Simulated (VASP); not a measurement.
Given:

```xyz
2
Lattice="0.0000 3.0250 3.0250 3.0250 0.0000 3.0250 3.0250 3.0250 0.0000" Properties=species:S:1:pos:R:3 pbc="T T T"
Cu     0.0000     0.0000     0.0000
I      1.5125     1.5125     1.5125
```

Method: PBE GGA with D3 dispersion (zero damping), VASP's PBE PAW potentials (set 64) (plane waves; VASP). Run with 400 eV cut-off, 7×7×7 Γ-centred mesh, Gaussian smearing of 0.050 eV, potentials Cu I.

Problem. Give the stress tensor in GPa (positive for a compressed cell).

Solution. 
```
-1.47   0.00   0.00
 0.00  -1.47   0.00
 0.00   0.00  -1.47
```
The pressure is its mean diagonal, -1.47 GPa.

The compound is CuI in the zinc blende structure. The cell was not relaxed at this level. The run is one of a series of settings (IVDW = 11 against the base run), some of them coarse on purpose.
